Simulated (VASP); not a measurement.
Level of theory: HSE06 screened hybrid, VASP's PBE PAW potentials (set 64) (plane waves; VASP 6.6.1).

Input for VASP

INCAR:
```
SYSTEM = Cs2AgBiBr6
PREC = Accurate
ENCUT = 300
EDIFF = 1E-6
NELM = 100
ALGO = Normal
LREAL = .FALSE.
LASPH = .TRUE.
ISMEAR = 0
SIGMA = 0.02
GGA = PE
HFSCREEN = 0.2
AEXX = 0.25
LHFCALC = .TRUE.
PRECFOCK = Fast
ISYM = 3
LMAXMIX = 4
LWAVE = .FALSE.
LCHARG = .FALSE.
ISIF = 2
```

File POSCAR:
```
Cs2AgBiBr6
5.744150
  0.0000000000   1.0000000000   1.0000000000
  1.0000000000   0.0000000000   1.0000000000
  1.0000000000   1.0000000000   0.0000000000
Cs Ag Bi Br
2 1 1 6
Cartesian
  1.5004830000   1.4898930000   1.4974020000
  0.5037430000   0.4983390000   0.4975180000
  0.9954750000   0.9975100000   0.9918970000
  0.0111900000   0.0043010000   0.0043830000
  0.4841950000   0.9994330000   1.0021920000
  1.5005040000   1.0099970000   1.0022130000
  1.0017050000   0.5082740000   1.0047910000
  1.0038370000   1.4966710000   1.0012240000
  1.0032340000   0.9946410000   0.4975470000
  0.9956320000   1.0009420000   1.5008320000
```

**KPOINTS**
```
Automatic mesh
0
Gamma
2 2 2
0 0 0
```

POTCAR, in this order: Cs_sv Ag Bi_d Br (PBE.64 set). Program: vasp_std.

Output

OSZICAR:
```
       N       E                     dE             d eps       ncg     rms          rms(c)
DAV:   1    -0.898885600396E+04   -0.89889E+04   -0.28468E+04   880   0.968E+02
DAV:   2    -0.955380503190E+04   -0.56495E+03   -0.55313E+03  1008   0.257E+02
DAV:   3    -0.961134151860E+04   -0.57536E+02   -0.57313E+02   981   0.975E+01
DAV:   4    -0.961256341594E+04   -0.12219E+01   -0.12189E+01   952   0.177E+01
DAV:   5    -0.367428260395E+02    0.95758E+04   -0.36505E+01   858   0.374E+01    0.847E+00
DAV:   6    -0.353452976371E+02    0.13975E+01   -0.50916E+00  1008   0.907E+00    0.490E+00
DAV:   7    -0.353192049548E+02    0.26093E-01   -0.14363E+00  1016   0.491E+00    0.335E+00
DAV:   8    -0.353374498516E+02   -0.18245E-01   -0.15370E-01   946   0.168E+00    0.204E+00
DAV:   9    -0.353277113084E+02    0.97385E-02   -0.16629E-02   944   0.740E-01    0.116E+00
DAV:  10    -0.353255674175E+02    0.21439E-02   -0.71872E-03   922   0.385E-01    0.644E-01
DAV:  11    -0.353254739063E+02    0.93511E-04   -0.17382E-03   938   0.192E-01    0.366E-01
DAV:  12    -0.353255886317E+02   -0.11473E-03   -0.49427E-04   906   0.114E-01    0.213E-01
DAV:  13    -0.353257111489E+02   -0.12252E-03   -0.21628E-04   941   0.755E-02    0.126E-01
DAV:  14    -0.353257971663E+02   -0.86017E-04   -0.91512E-05   903   0.485E-02    0.750E-02
DAV:  15    -0.353258470817E+02   -0.49915E-04   -0.37060E-05   909   0.301E-02    0.454E-02
DAV:  16    -0.353258736435E+02   -0.26562E-04   -0.15020E-05   898   0.188E-02    0.280E-02
DAV:  17    -0.353258871653E+02   -0.13522E-04   -0.64308E-06   845   0.120E-02    0.176E-02
DAV:  18    -0.353258938887E+02   -0.67234E-05   -0.30090E-06   805   0.811E-03    0.112E-02
DAV:  19    -0.353258971868E+02   -0.32980E-05   -0.13847E-06   589   0.552E-03    0.723E-03
DAV:  20    -0.353258987921E+02   -0.16053E-05   -0.85420E-07   581   0.413E-03    0.477E-03
DAV:  21    -0.353258995794E+02   -0.78729E-06   -0.41253E-07   589   0.292E-03
   1 F= -.35325900E+02 E0= -.35325900E+02  d E =-.759065E-39
```

### OUTCAR
```
------------------------ aborting loop because EDIFF is reached ----------------------------------------
  FORCE on cell =-STRESS in cart. coord.  units (eV):
  Direction    XX          YY          ZZ          XY          YZ          ZX
  --------------------------------------------------------------------------------------
  Total        0.5779737     -1.5322376     -0.6800931      0.0278982      0.0066285     -0.0799923
  in kB        2.4429318     -6.4763361     -2.8745617      0.1179178      0.0280166     -0.3381050
  external PRESSURE =      -2.3026553 kB  Pullay stress =       0.0000000 kB
  volume of cell :      379.06
      direct lattice vectors                 reciprocal lattice vectors
     0.000000000  5.744150000  5.744150000    -0.087045081  0.087045081  0.087045081
     5.744150000  0.000000000  5.744150000     0.087045081 -0.087045081  0.087045081
     5.744150000  5.744150000  0.000000000     0.087045081  0.087045081 -0.087045081
 POSITION                                       TOTAL-FORCE (eV/Angst)
 -----------------------------------------------------------------------------------
      8.61900      8.55817      8.60130         0.001633      0.021944      0.000439
      2.89358      2.86253      2.85782        -0.002650      0.002323      0.008969
      5.71816      5.72985      5.69761         0.139746      0.065721      0.093787
      0.06428      5.76886      5.76933        -0.768580     -0.110469     -0.239934
      2.78129      5.74089      5.75674         0.537249      0.016265     -0.015603
      8.61912      5.80157      5.75686         0.095611     -0.020632      0.015416
      5.75394      2.91960      5.77167         0.018927     -0.222874      0.005869
      5.76619      8.59710      5.75118        -0.029948      0.222843     -0.008015
      5.76273      5.71337      2.85798        -0.009810      0.013850      0.018126
      5.71906      5.74956      8.62100         0.017822      0.011028      0.120946
 -----------------------------------------------------------------------------------
    total drift:                               -0.001257     -0.000818      0.000656
  FREE ENERGIE OF THE ION-ELECTRON SYSTEM (eV)
  ---------------------------------------------------
  free  energy   TOTEN  =       -35.3258995794 eV

  energy  without entropy=      -35.3258995794  energy(sigma->0) =      -35.32589958

  exchange ACFDT corr.  =         0.00000000  see jH, gK, PRB 81, 115126
```
(Selected blocks of OUTCAR.)

At this cut-off the stress carries a Pulay error, which pulls relaxed volumes low.

The structure comes from a computed database's Cs2AgBiBr6 entry; how it stands against other phases isn't given here. The cell was not relaxed at this level, atoms are displaced from their ideal sites. The k-mesh is coarse (spacing up to 0.47 per Å, 2π included), so the numbers may not be converged in it. The run is one of a series of settings (HFRCUT removed, HFSCREEN = 0.2 against the base run), some of them coarse on purpose.
